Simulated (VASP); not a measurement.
Given:

```xyz
2
Lattice="0.0000 3.0961 3.0961 3.0961 0.0000 3.0961 3.0961 3.0961 0.0000" Properties=species:S:1:pos:R:3 pbc="T T T"
Pb     0.0000     0.0000     0.0000
Se     3.0961     3.0961     3.0961
```

Method: PBE GGA with D3 dispersion (Becke-Johnson damping), VASP's PBE PAW potentials (set 64) (plane waves; VASP). Settings: 520 eV cut-off, 8×8×8 Γ-centred mesh, Gaussian smearing of 0.050 eV, potentials Pb_d Se.

Unless said otherwise, spin-orbit coupling is left out, though it shifts the bands of the heavy elements here.

Problem. What does the run give for the energy per atom (σ→0), pressure, band gap (on the k-mesh) with the smallest direct gap where there is one?

Solution. 
| Item | Value |
|---|---|
| band gap (on the k-mesh) | 0.40 eV |
| smallest direct gap (on the k-mesh) | 0.40 eV |
| energy per atom (σ→0) | -4.454 eV/atom |
| pressure | -1.38 GPa |

Total energies compare only between runs with the same potentials, cut-off and functional.

The compound is PbSe in the rock salt structure. This cell is one point of a volume scan, at 1.03 of the reference volume.
